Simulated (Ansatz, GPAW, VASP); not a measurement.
# Code comparison for La (P6_3/mmc, 4 atoms in the cell)

Self-consistent single point.

```
La
1.0
    1.88500    -3.26492     0.00000
    1.88500     3.26492     0.00000
    0.00000     0.00000    12.16000
La
4
Direct
  0.00000   0.00000   0.50000
  0.00000   0.00000   0.00000
  0.33333   0.66667   0.25000
  0.66667   0.33333   0.75000
```

All programs got the same cell, k-point mesh and kind of occupations (in Ansatz's words: kpoints.mp_grid.grid = 7 7 2; scf.occupations.method = fermi_dirac; scf.occupations.width = 0.0073 Ry); potentials, basis and cutoffs are each program's usual ones.

```
code                                           model  pressure (GPa)   cutoff
------  --------------------------------------------  --------------  -------
Ansatz                        PBE, default PAW files           -0.23  default
GPAW    PBE, GPAW PAW datasets PBE (gpaw-data 1.0.1)           -0.11   850 eV
VASP         PBE, VASP's PBE PAW potentials (set 64)           -0.33   300 eV
```

The spread over the programs that give each value: pressure within 0.22 GPa.

The starting cell has typed, rounded lattice constants, without a prior relaxation at this level.

Why do the programs differ, and what cannot be compared?

Differences of this kind can come from the potentials, where these differ, and from what each basis and cutoff leave unconverged. The zero of total energies and Fermi levels follows the potentials and each program's conventions, so they are not compared here. Ansatz's pressure is given at a fixed set of plane waves, as the other plane-wave codes print theirs. Ansatz's smearing width was typed in Ry to four decimals, so it matches the others to a few per cent.

VASP's run is marked for a possible Pulay error in its stress at this cutoff; no cutoff test was made.

Left out of this page: Quantum ESPRESSO, CP2K, Elk, FLEUR and SIESTA (not drawn, or without a comparable value); ABINIT (stopped by limits of time or memory).

Ansatz is a program for electronic structure.

Keys are those of Ansatz 0.2.
